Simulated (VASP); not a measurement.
# Li3TmCu2 (P-3m1) in VASP: single point with PBE

Aim: the single point of Li3TmCu2 with PBE.

Program: VASP 6.6.1. These are calculated values, not measurements. Logs are shortened: lines on timing, memory, paths and dates and some standing lists are left out, and cuts for length are marked.

### 1 The crystal as given

Symmetry: P-3m1, No. 164, trigonal system. Conventional cell: a = 4.101 Å, b = 4.101 Å, c = 6.507 Å, α = 90.00°, β = 90.00°, γ = 120.00°. Li (site symmetry 3m) is surrounded by 4 Cu at 2.48 to 2.58 Å and 3 Li at 2.54 Å. Li (site symmetry -3m) has 6 Li at 2.54 Å and 6 Cu at 2.89 Å as nearest neighbours. Tm (site symmetry -3m) is surrounded by 6 Cu at 2.86 Å and 2 Li at 3.25 Å. Cu (site symmetry 3m) has 4 Li at 2.48 to 2.58 Å as nearest neighbours.

The cell was built by a generator and needn't be a form met in nature.

### 2 Single point, PBE, collinear spin, twin_end start

INCAR reads:

```
SYSTEM = Li3TmCu2
PREC = Accurate
ENCUT = 520
EDIFF = 1E-7
ISMEAR = -1
SIGMA = 0.1
LREAL = .False.
LASPH = .True.
NELM = 150
ALGO = Normal
ISIF = 2
LWAVE = .False.
LCHARG = .False.
ISPIN = 2
MAGMOM = 0 0 0 1.5 0 0
LORBIT = 11
LMAXMIX = 6
GGA = PE
NBANDS = 40
```

KPOINTS reads:

```
regular mesh
0
Gamma
  6 6 4
  0 0 0
```

POSCAR reads:

```
Li3TmCu2
1.0
    4.1011519900      0.0000000000      0.0000000000
   -2.0505754900      3.5517036800      0.0000000000
    0.0000000000      0.0000000000      6.5067211100
Li Tm Cu
3 1 2
Direct
    0.3333000000      0.6667000000      0.6430000000
    0.6667000000      0.3333000000      0.3570000000
    0.0000000000      0.0000000000      0.5000000000
    0.0000000000      0.0000000000      0.0000000000
    0.3333000000      0.6667000000      0.2461200000
    0.6667000000      0.3333000000      0.7538800000
```

Potentials or basis: VASP PAW PBE potentials, release 64 (Li_sv, Tm, Cu).

The run is started by

```bash
> cat potpaw_PBE.64/Li_sv/POTCAR potpaw_PBE.64/Tm/POTCAR potpaw_PBE.64/Cu/POTCAR > POTCAR
> mpirun -np 1 vasp_std > vasp.out
```

OUTCAR:

```text
SYSTEM = Li3TmCu2
   PREC = Accurate
   ENCUT = 520
   EDIFF = 1E-7
   ISMEAR = -1
   LREAL = .False.
   LASPH = .True.
   NELM = 150
   ISIF = 2
   ISPIN = 2
   LORBIT = 11
   GGA = PE

 ion  position               nearest neighbor table
   1  0.333  0.667  0.643-   6 2.48   6 2.48   6 2.48   3 2.54   3 2.54   3 2.54   5 2.58
   2  0.667  0.333  0.357-   5 2.48   5 2.48   5 2.48   3 2.54   3 2.54   3 2.54   6 2.58
   3  0.000  0.000  0.500-   1 2.54   2 2.54   2 2.54   1 2.54   2 2.54   1 2.54
   4  0.000  0.000  0.000-   5 2.86   6 2.86   6 2.86   5 2.86   6 2.86   5 2.86
   5  0.333  0.667  0.246-   2 2.48   2 2.48   2 2.48   1 2.58   4 2.86   4 2.86   4 2.86
   6  0.667  0.333  0.754-   1 2.48   1 2.48   1 2.48   2 2.58   4 2.86   4 2.86   4 2.86

  LATTYP: Found a hexagonal cell.
 ALAT       =     4.1011519900
 C/A-ratio  =     1.5865593682

  Lattice vectors:

 A1 = (   4.1011519900,   0.0000000000,   0.0000000000)
 A2 = (  -2.0505754900,   3.5517036800,   0.0000000000)
 A3 = (   0.0000000000,   0.0000000000,   6.5067211100)

Analysis of symmetry for initial positions (statically):
=====================================================================
 Subroutine PRICEL returns:
 Original cell was already a primitive cell.

 Routine SETGRP: Setting up the symmetry group for a
 hexagonal supercell.

 Subroutine GETGRP returns: Found  4 space group operations
 (whereof  4 operations were pure point group operations)
 out of a pool of 24 trial point group operations.

The static configuration has the point symmetry C_2h.

Analysis of symmetry for dynamics (positions and initial velocities):
=====================================================================
 Subroutine PRICEL returns:
 Original cell was already a primitive cell.

 Routine SETGRP: Setting up the symmetry group for a
 hexagonal supercell.

 Subroutine GETGRP returns: Found  4 space group operations
 (whereof  4 operations were pure point group operations)
 out of a pool of 24 trial point group operations.

The dynamic configuration has the point symmetry C_2h.

Analysis of structural, dynamic, and magnetic symmetry:
=====================================================================
 Subroutine PRICEL returns:
 Original cell was already a primitive cell.

[... 149 lines left out ...]
 maximum number of plane-waves:      2580
 NGX is ok and might be reduce to    32
   NGX = 15   NGY = 15   NGZ = 25

 number of electron      54.0000015 magnetization       1.3366269

 Free energy of the ion-electron system (eV)
  ---------------------------------------------------
  ext. energy  EPLUGINS =         0.00000000
  ---------------------------------------------------
  free energy    TOTEN  =       -17.20033054 eV

  energy without entropy =      -16.91444400  energy(sigma->0) =      -17.05738727

 E-fermi :   3.4208     XC(G=0):  -9.9585

 val. band max:        3.4179160802   @ k =   0.5000   0.3333   0.0000
 cond. band min:       3.4230536118   @ k =   0.3333   0.3333   0.0000
 fundamental gap:      0.0051375316
 Fermi energy:         3.4207796909

 spin component 1

 k-point     1 :       0.0000    0.0000    0.0000
  band No.  band energies     occupation
      1     -47.0174      1.00000
      2     -42.6874      1.00000
      3     -42.2772      1.00000
      4     -42.2700      1.00000
      5     -20.2516      1.00000
      6     -20.1616      1.00000
[... 997 lines left out ...]
     38      10.6316      0.00000
     39      12.3057      0.00000

 [... further k-points ...]

 spin component 2

 k-point     1 :       0.0000    0.0000    0.0000
  band No.  band energies     occupation
      1     -46.4239      1.00000
      2     -42.6889      1.00000
      3     -42.2791      1.00000
      4     -42.2719      1.00000
      5     -19.8478      1.00000
      6     -19.7498      1.00000
[... 997 lines left out ...]
     38      10.6580      0.00000
     39      12.3441      0.00000

 [... further k-points ...]

 [bands above 39 left out]

------------------------ aborting loop because EDIFF is reached ----------------------------------------

  FORCE on cell =-STRESS in cart. coord.  units (eV):
  Direction    XX          YY          ZZ          XY          YZ          ZX
  --------------------------------------------------------------------------------------
  -------------------------------------------------------------------------------------
  Total        3.7458501      3.7406638      2.6846895     -0.0044944     -0.0019031      0.0033004
  in kB       63.3222297     63.2345558     45.3836956     -0.0759765     -0.0321713      0.0557924
  external PRESSURE =      57.3134937 kB  Pullay stress =       0.0000000 kB

 VOLUME and BASIS-vectors are now :
 -----------------------------------------------------------------------------
  energy-cutoff  :      520.00
  volume of cell :       94.78
      direct lattice vectors                 reciprocal lattice vectors
     4.101151990  0.000000000  0.000000000     0.243833928  0.140777475  0.000000000
    -2.050575490  3.551703680  0.000000000     0.000000000  0.281555020  0.000000000
     0.000000000  0.000000000  6.506721110     0.000000000  0.000000000  0.153687239

 POSITION                                       TOTAL-FORCE (eV/Angst)
 -----------------------------------------------------------------------------------
     -0.00020      2.36792      4.18382         0.001311     -0.000757      0.077511
      2.05078      1.18378      2.32290        -0.001311      0.000757     -0.077511
      0.00000      0.00000      3.25336         0.000000     -0.000000      0.000000
      0.00000      0.00000      0.00000         0.000000     -0.000000      0.000000
     -0.00020      2.36792      1.60143         0.001212     -0.000700      0.217334
      2.05078      1.18378      4.90529        -0.001212      0.000700     -0.217334
 -----------------------------------------------------------------------------------
    total drift:                                0.000000      0.000000     -0.000000

  FREE ENERGIE OF THE ION-ELECTRON SYSTEM (eV)
  ---------------------------------------------------
  free  energy   TOTEN  =       -17.2003305388 eV

  energy  without entropy=      -16.9144439958  energy(sigma->0) =      -17.05738727

 total charge

# of ion       s       p       d       f       tot
--------------------------------------------------
    1        2.048   0.077   0.000   0.000   2.125
    2        2.048   0.077   0.000   0.000   2.125
    3        2.045   0.062   0.000   0.000   2.107
    4        2.177   6.003   0.397  12.456  21.033
    5        0.587   0.228   9.161   0.000   9.977
    6        0.587   0.228   9.161   0.000   9.977
--------------------------------------------------
tot          9.494   6.674  18.719  12.456  47.344

 magnetization (x)

# of ion       s       p       d       f       tot
--------------------------------------------------
    1       -0.000  -0.001   0.000   0.000  -0.001
    2       -0.000  -0.001   0.000   0.000  -0.001
    3       -0.000  -0.001   0.000   0.000  -0.001
    4        0.003  -0.017   0.004   1.361   1.351
    5       -0.001  -0.003   0.002   0.000  -0.002
    6       -0.001  -0.003   0.002   0.000  -0.002
--------------------------------------------------
tot         -0.000  -0.025   0.008   1.361   1.344
```

OSZICAR:

```text
N       E                     dE             d eps       ncg     rms          rms(c)
DAV:   1     0.421633937238E+03    0.42163E+03   -0.20129E+04 10952   0.654E+03
DAV:   2     0.797490401676E+02   -0.34188E+03   -0.31699E+03  9792   0.859E+02
[... 38 lines left out ...]
DAV:  41    -0.172003284922E+02   -0.26920E-05   -0.13034E-05 13176   0.101E-01    0.196E-01
DAV:  42    -0.172003257955E+02    0.26967E-05   -0.19046E-05 11120   0.127E-01    0.121E-01
DAV:  43    -0.172003285707E+02   -0.27752E-05   -0.11838E-05 12216   0.900E-02    0.655E-02
DAV:  44    -0.172003309331E+02   -0.23624E-05   -0.36468E-06 11576   0.666E-02    0.525E-02
DAV:  45    -0.172003306186E+02    0.31446E-06   -0.13019E-06  8584   0.348E-02    0.381E-02
DAV:  46    -0.172003305388E+02    0.79855E-07   -0.64968E-07  7512   0.299E-02
   1 F= -.17200331E+02 E0= -.17057387E+02  d E =-.285887E+00  mag=     1.3367
```

stdout:

```text
POSCAR found type information on POSCAR LiTmCu
 POSCAR found :  3 types and       6 ions
 scaLAPACK will be used
 LDA part: xc-table for (Slater+PW92), standard interpolation
 POSCAR, INCAR and KPOINTS ok, starting setup
 FFT: planning ... GRIDC
 FFT: planning ... GRID_SOFT
 FFT: planning ... GRID
 WAVECAR not read
 entering main loop
```

It took 41 min on 1 thread of AMD EPYC, shared host; peak memory 0.43 GiB.

What came out:

```
Free energy                                           : -17.2003 eV
Largest force                                         : 0.217 eV/Å
Band gap on the k mesh                                : none (metal or under the smearing width)
Net moment                                            : 1.34 μB per cell
Site moments                                          : Li -0.00; Tm +1.35; Cu -0.00 μB
Valence electrons inside the program's atomic spheres : Li 2.12, 2.11; Tm 21.03; Cu 9.98
```

Forces in eV/Å, atoms in the order of the input:
```
Li   0.001 -0.001  0.078
Li  -0.001  0.001 -0.078
Li   0.000  0.000  0.000
Tm   0.000  0.000  0.000
Cu   0.001 -0.001  0.217
Cu  -0.001  0.001 -0.217
```

Levels at points of the mesh, in eV from the Fermi level:
Spin up:
| k point | band 24 | band 25 | band 26 | band 27 | band 28 | band 29 | band 30 | band 31 | band 32 | band 33 |
| --- | --- | --- | --- | --- | --- | --- | --- | --- | --- | --- |
| (0.00, 0.00, 0.00) | -1.23 | -1.21 | -1.21 | -1.20 | 1.68 | 1.68 | 3.42 | 3.90 | 3.90 | 4.58 |
| (0.50, 0.00, 0.00) | -1.27 | -1.24 | -1.21 | -1.20 | -0.17 | 0.52 | 0.78 | 1.07 | 1.74 | 3.54 |
| (0.50, 0.50, 0.00) | -1.27 | -1.24 | -1.21 | -1.20 | -0.17 | 0.52 | 0.78 | 1.07 | 1.74 | 3.54 |
| (0.00, 0.00, 0.50) | -1.21 | -1.21 | -1.20 | 0.32 | 1.84 | 1.97 | 1.97 | 3.43 | 3.43 | 4.13 |
| (0.50, 0.00, 0.50) | -1.28 | -1.23 | -1.21 | -1.21 | -1.16 | 0.40 | 0.68 | 2.14 | 3.30 | 3.72 |
| (0.50, 0.50, 0.50) | -1.28 | -1.23 | -1.21 | -1.21 | -1.16 | 0.40 | 0.68 | 2.14 | 3.30 | 3.72 |
Spin down:
| k point | band 23 | band 24 | band 25 | band 26 | band 27 | band 28 | band 29 | band 30 | band 31 | band 32 |
| --- | --- | --- | --- | --- | --- | --- | --- | --- | --- | --- |
| (0.00, 0.00, 0.00) | -0.53 | -0.52 | -0.07 | -0.04 | -0.04 | 1.72 | 1.72 | 3.49 | 3.99 | 3.99 |
| (0.50, 0.00, 0.00) | -0.53 | -0.52 | -0.21 | -0.06 | -0.01 | 0.05 | 0.54 | 0.83 | 1.12 | 1.78 |
| (0.50, 0.50, 0.00) | -0.53 | -0.52 | -0.21 | -0.06 | -0.01 | 0.05 | 0.54 | 0.83 | 1.12 | 1.78 |
| (0.00, 0.00, 0.50) | -0.52 | -0.07 | -0.04 | -0.04 | 0.35 | 1.87 | 2.02 | 2.02 | 3.48 | 3.48 |
| (0.50, 0.00, 0.50) | -0.55 | -0.52 | -0.50 | -0.03 | -0.03 | 0.01 | 0.40 | 0.71 | 2.18 | 3.33 |
| (0.50, 0.50, 0.50) | -0.55 | -0.52 | -0.50 | -0.03 | -0.03 | 0.01 | 0.40 | 0.71 | 2.18 | 3.33 |

Caveat: the cutoff is under 1.25 times the usual one of these potentials, so pressure, stress and relaxed cells hold a basis-set (Pulay) error; the magnetic or orbital state may not be the lowest; spin-orbit coupling is left out, which moves the levels of the heavy elements; without U or exact exchange the open f shell lies at the Fermi level, which spoils levels, moments and volumes. The state reached can hang on the start; a lower one may exist.
